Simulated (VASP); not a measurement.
Level of theory: PBE GGA, VASP's PBE PAW potentials (set 64) (plane waves; VASP).

A VASP calculation is set up with these files.

### KPOINTS
```
Automatic mesh
0
gamma
  4 4 4
```

INCAR:
```
# general
SYSTEM  = BeHg3Te4
PREC    = Accurate
ENCUT   = 400
LREAL   = .FALSE.
LASPH   = .TRUE.

# electronic loop
EDIFF   = 1E-6
NELM    = 100
ALGO    = Normal
LMAXMIX = 6

# smearing
ISMEAR  = 0
SIGMA   = 0.05

# functional
GGA     = PE

# output
LWAVE   = .TRUE.
LCHARG  = .FALSE.
```

File POSCAR:
```
BeHg3Te4
1
    6.3959603816     0.0000000000     0.0000000000
    0.0000000000     6.3959603816     0.0000000000
    0.0000000000     0.0000000000     6.3959603816
Hg Te Be
3 4 1
Direct
  0.0000000000   1.0000000000   1.0000000000
  0.5000000000   0.5000000000   1.0000000000
  0.5000000000   0.0000000000   0.5000000000
  0.2252381838   0.2747618162   0.2747618162
  0.7747618162   0.7252381838   0.2747618162
  0.7747618162   0.2747618162   0.7252381838
  0.2252381838   0.7252381838   0.7252381838
  0.0000000000   0.5000000000   0.5000000000
```

POTCAR, in this order: Hg Te Be (PBE.64 set). Program: vasp_std.

The resulting files:

File OSZICAR:
```
       N       E                     dE             d eps       ncg     rms          rms(c)
DAV:   1     0.341348220484E+03    0.34135E+03   -0.22630E+04   740   0.116E+03
DAV:   2     0.353862647644E+01   -0.33781E+03   -0.32580E+03   843   0.275E+02
DAV:   3    -0.188488704896E+02   -0.22387E+02   -0.22126E+02   870   0.711E+01
DAV:   4    -0.192860522754E+02   -0.43718E+00   -0.43628E+00   955   0.933E+00
DAV:   5    -0.192907068724E+02   -0.46546E-02   -0.46542E-02   860   0.105E+00    0.122E+01
DAV:   6    -0.182842498323E+02    0.10065E+01   -0.26573E+00   839   0.140E+01    0.934E+00
DAV:   7    -0.182847533692E+02   -0.50354E-03   -0.97395E-01   849   0.416E+00    0.441E+00
DAV:   8    -0.182813400839E+02    0.34133E-02   -0.12425E-01   790   0.277E+00    0.967E-01
DAV:   9    -0.182812009873E+02    0.13910E-03   -0.18209E-02   808   0.120E+00    0.337E-01
DAV:  10    -0.182812590097E+02   -0.58022E-04   -0.16642E-03   826   0.285E-01    0.145E-01
DAV:  11    -0.182813507358E+02   -0.91726E-04   -0.14241E-03   886   0.235E-01    0.466E-02
DAV:  12    -0.182813251863E+02    0.25549E-04   -0.21276E-04   810   0.915E-02    0.513E-02
DAV:  13    -0.182813284520E+02   -0.32657E-05   -0.73541E-06   759   0.147E-02    0.352E-02
DAV:  14    -0.182813217406E+02    0.67114E-05   -0.24819E-05   859   0.354E-02    0.116E-02
DAV:  15    -0.182813225686E+02   -0.82804E-06   -0.45006E-06   665   0.875E-03
   1 F= -.18281323E+02 E0= -.18280713E+02  d E =-.121949E-02
```

**OUTCAR**
```
------------------------ aborting loop because EDIFF is reached ----------------------------------------
  FORCE on cell =-STRESS in cart. coord.  units (eV):
  Direction    XX          YY          ZZ          XY          YZ          ZX
  --------------------------------------------------------------------------------------
  Total        0.0534240      0.0534240      0.0534240      0.0000000      0.0000000      0.0000000
  in kB        0.3271372      0.3271372      0.3271372      0.0000000      0.0000000      0.0000000
  external PRESSURE =       0.3271372 kB  Pullay stress =       0.0000000 kB
  volume of cell :      261.65
      direct lattice vectors                 reciprocal lattice vectors
     6.395960382  0.000000000  0.000000000     0.156348686  0.000000000  0.000000000
     0.000000000  6.395960382  0.000000000     0.000000000  0.156348686  0.000000000
     0.000000000  0.000000000  6.395960382     0.000000000  0.000000000  0.156348686
 POSITION                                       TOTAL-FORCE (eV/Angst)
 -----------------------------------------------------------------------------------
      0.00000      0.00000      0.00000         0.000000     -0.000000     -0.000000
      3.19798      3.19798      0.00000        -0.000000     -0.000000      0.000000
      3.19798      0.00000      3.19798         0.000000     -0.000000      0.000000
      1.44061      1.75737      1.75737         0.009519     -0.009519     -0.009519
      4.95535      4.63859      1.75737        -0.009519      0.009519     -0.009519
      4.95535      1.75737      4.63859        -0.009519     -0.009519      0.009519
      1.44061      4.63859      4.63859         0.009519      0.009519      0.009519
      0.00000      3.19798      3.19798        -0.000000     -0.000000      0.000000
 -----------------------------------------------------------------------------------
    total drift:                               -0.000000     -0.000000      0.000000
  FREE ENERGIE OF THE ION-ELECTRON SYSTEM (eV)
  ---------------------------------------------------
  free  energy   TOTEN  =       -18.2813225686 eV

  energy  without entropy=      -18.2801030779  energy(sigma->0) =      -18.28071282
```
(Selected blocks of OUTCAR.)

The structure was generated: BeHg3Te4 was put into an ordered model structure (P-43m), which need not be its known phase. It was relaxed first, which changed the volume by +7 %.
